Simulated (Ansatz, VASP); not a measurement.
# Cross-check of SbAs between VASP and Ansatz, part 2 of 2

One calculation is typed for both programs; each brings its own data sets. How far apart do they land? The cell is generated by rule, not measured, and may not be a known phase. The cell is taken from a series of runs on this material, whose earlier steps may have relaxed, scaled, displaced or heated it; both programs get it as it stands.

VASP 6.6.1 and Ansatz 0.2.0.

So far: The structure; VASP: zone-centre phonons, PBEsol.

The structure was built from a prototype and need not be the compound's stable phase.

### Step 3. Ansatz: zone-centre phonons, PBEsol

Level of this step: Ansatz beside VASP: Kohn-Sham DFT, plane waves, PBEsol (Ansatz).

Ansatz runs on its default PAW (the set named soft_2) files.

The same cell, functional, mesh and smearing now go to Ansatz, which takes its cutoff from its data sets.

Contents of input.yaml:

```yaml
crystal:
  lattice:
    - [-4.1594815781, 0.0, 0.0]
    - [0.0, -3.4508760975, -3.4508760975]
    - [0.0, -3.4508760975, 3.4508760975]
  atoms:
    - { symbol: Sb, position: [1.1738346538, 0.5, 0.5] }
    - { symbol: Sb, position: [0.8261653462, 1.0, 1.0] }
    - { symbol: As, position: [0.5, 0.0, 0.5] }
    - { symbol: As, position: [0.5, 0.5, 0.0] }
kpoints:
  mp_grid: { grid: [10, 8, 8] }
hamiltonian:
  xc: pbesol
scf:
  occupations: { method: methfessel_paxton, width: 0.15 }
output:
  eigenvalues: true
phonons:
  method: dfpt
```

On the command line:

```bash
$ ansatz run input.yaml --threads 4 --pin off --max-ram 7168MiB --backend cpu --events-out ev --progress --plain --runs-dir out
```

Numbers of over 12 decimals in the logs are rounded to 6 here.

Output:

```text
zone centre: on kpoints.mp_grid the ground state, and the responses unless they are solved on pairs of k-points, stand on 204 of the mesh's 640 k-points, reduced under 2 symmetry operations, with k and −k counted as one. Each operation leaves every solved displacement unchanged or reverses it
Engine: ansatz 0.2.0, x86_64-unknown-linux-gnu
Pseudopotentials: kind: paw
Pseudopotential: Sb, paw, valence charge 15, recommended cutoff 420 eV (normal), Sb.paw.azcp
Pseudopotential: As, paw, valence charge 15, recommended cutoff 420 eV (normal), As.paw.azcp
Functional definition: PBEsol
  exchange = pbesol_x
  correlation = pbesol_c
Crystal: 4 atoms, lattice volume = 99.067 Å³
Basis set: ecut = 420 eV, 1937 PW (Γ), exchange–correlation on 60×72×72 points (8 copies of the dense FFT grid, shifted against one another)
Bands: 36, of which v1, the nominal top of the filled ones, is band 30 counted from 1 (29 counted from 0)
Symmetry: 16 space group operations
k-points: 204 of 640 (irreducible under 2 space group operations, time reversal used)
Non-local potential: Sb, projectors of the file, l = 0: 2, l = 1: 2, l = 2: 2, l = 3: 2
Non-local potential: As, projectors of the file, l = 0: 2, l = 1: 2, l = 2: 3, l = 3: 1
PAW form: soft (Blöchl's): semilocal exchange-correlation on the pseudo side does not see the compensation charge
PAW frozen core: Sb, regenerated for the run's functional, and the local potential with it (the file was generated under x = pbe(κ = 0.804, μ = 0.219515), c = pbe(β = 0.066725))
PAW frozen core: As, regenerated for the run's functional, and the local potential with it (the file was generated under x = pbe(κ = 0.804, μ = 0.219515), c = pbe(β = 0.066725))
PAW one-centre angular grid: Sb, 590 points (default); XC on 64 Gauss nodes
PAW one-centre angular grid: As, 590 points (default); XC on 64 Gauss nodes
Initial density: superposition of atomic densities (neutral atoms: chi_scale 0, normalization atom), corrected by the library's trained network
Initial wavefunctions: pseudopotential atomic-orbital guess
Functional: x = pbesol(κ = 0.804, μ = 0.123457), c = pbesol(β = 0.046)
SCF iter   1: F=—  HF=-22441.518711 eV  |F-HF|=—  |Δ(HF+E_count)|=         —  Δρ=2.73e-3  dr2=5.58e-3  ethr=1.77e-3  ⟨swp⟩=6.4  Hψ=29062  notcnv=0
preconditioner: auto → Kerker (q_TF=auto, 2.510 Å⁻¹)  [metal: Δε(μ)=0.037 eV  Ē_g=8.293 eV  σ=0.150 eV  W_gap=0.21  n_scr=26 (ndim 8)  ℏωp=16.7 eV  f_vac=0.000  D(μ)=1.20/eV (n_scr^D=4)]
SCF iter   2: F=—  HF=-22441.515368 eV  |F-HF|=—  |Δ(HF+E_count)|=   3.34e-3  S|Δr|=    0.00e0  Δρ=1.77e-3  dr2=2.03e-3  ethr=9.31e-6  ⟨swp⟩=2.6  Hψ=15450  notcnv=0
SCF iter   3: F=—  HF=-22441.515138 eV  |F-HF|=—  |Δ(HF+E_count)|=   2.30e-4  S|Δr|=    0.00e0  Δρ=4.75e-4  dr2=2.38e-4  ethr=3.38e-6  ⟨swp⟩=2.0  Hψ=10995  notcnv=0
SCF iter   4: F=—  HF=-22441.515047 eV  |F-HF|=—  |Δ(HF+E_count)|=   9.07e-5  S|Δr|=    0.00e0  Δρ=2.35e-4  dr2=5.11e-5  ethr=3.96e-7  ⟨swp⟩=2.0  Hψ=13185  notcnv=0
SCF iter   5: F=—  HF=-22441.515044 eV  |F-HF|=—  |Δ(HF+E_count)|=   3.68e-6  S|Δr|=    0.00e0  Δρ=1.12e-4  dr2=9.65e-6  ethr=8.52e-8  ⟨swp⟩=2.1  Hψ=11548  notcnv=0
SCF iter   6: F=—  HF=-22441.515037 eV  |F-HF|=—  |Δ(HF+E_count)|=   7.06e-6  S|Δr|=    0.00e0  Δρ=2.74e-5  dr2=1.50e-6  ethr=1.61e-8  ⟨swp⟩=2.0  Hψ=13183  notcnv=0
SCF iter   7: F=—  HF=-22441.515038 eV  |F-HF|=—  |Δ(HF+E_count)|=   9.36e-7  S|Δr|=    0.00e0  Δρ=1.13e-5  dr2=1.65e-7  ethr=2.50e-9  ⟨swp⟩=2.3  Hψ=8907  notcnv=0
SCF iter   8: F=—  HF=-22441.515038 eV  |F-HF|=—  |Δ(HF+E_count)|=   3.93e-8  S|Δr|=    0.00e0  Δρ=4.10e-6  dr2=1.55e-8  ethr=2.75e-10  ⟨swp⟩=2.1  Hψ=10522  notcnv=0
SCF iter   9: F=—  HF=-22441.515038 eV  |F-HF|=—  |Δ(HF+E_count)|=   6.12e-9  S|Δr|=    0.00e0  Δρ=8.21e-7  dr2=5.94e-10  ethr=2.59e-11  ⟨swp⟩=2.0  Hψ=11245  notcnv=0
SCF iter  10: F=—  HF=-22441.515038 eV  |F-HF|=—  |Δ(HF+E_count)|=  5.09e-11  S|Δr|=    0.00e0  Δρ=1.55e-7  dr2=2.92e-11  ethr=1.00e-12  ⟨swp⟩=2.0  Hψ=11079  notcnv=0
SCF iter  11: F=-22441.515038 eV  HF=-22441.515038 eV  |F-HF|=3.64e-12  |Δ(HF+E_count)|=  3.64e-12  S|Δr|=    0.00e0  Δρ=3.50e-8  dr2=1.51e-12  ethr=1.00e-12  ⟨swp⟩=8.6  Hψ=33075  notcnv=0
SCF 1 converged in 11 iterations: F = -22441.515038 eV  dr2 = 1.51e-12
  greatest PAW one-centre occupation: 0.999 electrons in one spin orbital (limit 2), on the As atom at site 3 (counted from 0), in its partial waves of l = 2
DFPT response loops at Γ: preconditioner auto → Kerker (q_TF=auto, 2.510 Å⁻¹) (partly filled bands, converged f_vac=0.000); β = 1.00, the filter's whole step (`scf.mixing.beta` (0.50) is not read by the response loops under this deck's `scf.mixing.preconditioner`; to damp them name `kerker` or `kerker_dos`, under which they read `scf.mixing.beta`, and type it under 1.00, their step now; both keys bind the ground state too); Broyden in place of MSR1
SCF converged after 11 iterations
Stability not checked: this state was not tested for a lower state beside it, because cold or Methfessel-Paxton smearing, or corrected tetrahedra, fill the levels in a way that the test cannot read (fill_not_monotonic; see scf.lower_state_search)
Free energy (F): -22441.515038 eV
Harris-Foulkes:  -22441.515038 eV  (|F-HF|=3.64e-12)
Internal energy: -22441.514533 eV  (E = F + TS)
E sigma→0 (E₀):  -22441.514911 eV
Entropy (-TS):   -0.000505 eV (-0.126 meV/atom)
Fermi energy:    10.609432 eV
Step filling:    the computed levels leave a gap of 0.0000 eV = 0.0 smearing widths at the electron count; against every level under it full and every level over it empty, smearing changes F+E_penalty+E_count by -0.922 meV and its σ→0 estimate by -0.796 meV
--- Per-component energies (eV) ---
  E_band       = -777.232281
  E_kinetic    = 620.294762
  E_local      = -6420.314708  (includes V_loc(G=0)·N_el)
  E_nonlocal   = -609.501915
  E_hartree    = 3253.231803
  E_xc         = -432.772077
  E_vxc        = -352.110066  (∫ρ·V_xc dr)
  E_paw        = -12582.994439  (= ΣΔE_a)
  E_vpaw       = -522.063918  (= ΣTr[D̂ρ^β])
  E_aug_tail   = 0.000010  (compensation charges beyond the density's cutoff)
  E_ewald      = -6272.054541
  E_core_change = 2.596571  (= ΣΔE_core)
  E_smearing   = -0.000505  (= −TS)
  E_closure    = 0.000000  (closes the sum)
  Σ components = -22441.515038   (vs F -22441.515038, Δ=0.00e0)
--- Band table (eV; the first three rows and the last of 204) ---
  k-point 0: bands = [... 26 lower, 8.6136, 8.8362, 8.8362, 10.5772, 10.6378, 12.4234, 13.8841, 13.8841, ... 2 higher]
  k-point 1: bands = [... 26 lower, 8.5367, 8.5560, 8.7206, 10.5109, 11.2241, 12.0202, 13.9392, 14.0046, ... 2 higher]
  k-point 2: bands = [... 26 lower, 7.8961, 8.2659, 9.0232, 10.1546, 11.3465, 12.3978, 14.0941, 14.1098, ... 2 higher]
  k-point 203: bands = [... 26 lower, 5.7135, 5.7135, 11.6804, 11.6804, 13.5969, 13.5969, 14.9447, 14.9447, ... 2 higher]
--- Phonons (Γ-DFPT): 4 representative perturbations + reference, on 204 of 640 k-points (Σ response iterations 12) ---
  k mesh reduced under 2 symmetry operations, with k and −k counted as one. Each operation leaves every solved displacement unchanged or reverses it
  ASR residual: 8.007e-5 → 0.000e0 eV/Å²; symmetrization residual: 2.739e-5 eV/Å²
  ASR residual per site (eV/Å²): 8.01e-5 8.01e-5 4.80e-5 4.80e-5
  Γ frequencies (cm⁻¹): 0.00 0.00 0.00 68.36 68.36 112.03 124.12 147.74 147.74 151.43 151.43 158.73
  non-analytic LO–TO correction: not included (Born effective charges unavailable; polar crystals: no LO–TO splitting at Γ)
```

### Step 4. Comparison

Known differences besides the potentials themselves: the data sets hold 60 valence electrons in Ansatz (on its default PAW (the set named soft_2) files) and 20 in VASP; the cutoff is 420 eV in Ansatz and 500 eV in VASP; Ansatz makes its cores anew for this functional, VASP keeps those of its PBE data sets. Total energies have different zeros and are not compared.

Compared:

```tsv
quantity	Ansatz	VASP	difference
optical mode 1 to 2 (cm⁻¹)	68.4	68.6	-0.31 %
optical mode 3 (cm⁻¹)	112.0	112.9	-0.78 %
optical mode 4 (cm⁻¹)	124.1	125.2	-0.88 %
optical mode 5 to 6 (cm⁻¹)	147.7	150.9	-2.07 %
optical mode 7 to 8 (cm⁻¹)	151.4	155.8	-2.83 %
optical mode 9 (cm⁻¹)	158.7	161.2	-1.52 %
```

Modes are paired by rising frequency, not by their patterns, so a pair may set unlike modes beside each other; they are those without the splitting of longitudinal modes.

### Step 5. What came out

| Quantity | Value |
| --- | --- |
| r.m.s. difference of the optical zone-centre modes, each program's sorted by frequency (zone-centre phonons, PBEsol) | 2.7 cm⁻¹ |
| difference in optical mode 7 to 8 (zone-centre phonons, PBEsol) | -2.8 % |

In words: The r.m.s. difference of the optical zone-centre modes, each program's sorted by frequency is 2.7 cm⁻¹ (zone-centre phonons, PBEsol). The data sets hold unlike numbers of valence electrons (60 in Ansatz and 20 in VASP), so part of the differences comes from the potentials. Among the rows given in per cent, the largest difference of the zone-centre phonons, PBEsol pair is in optical mode 7 to 8, -2.8 %. How closely two codes agree says nothing of how well the functional describes the real material.

[Lines on the potential files, build, host, timing and source positions are cut from VASP's logs without a mark.]

[Logs are printed without paths, hosts, clocks, repeated set-up lines and the standing remarks that a program may print on its own settings, such as how far it seeks lower states.]

[Hosts, paths, dates, database ids (printed as entryN), source tags and the programs' standing remarks are cut or masked in the printed files.]
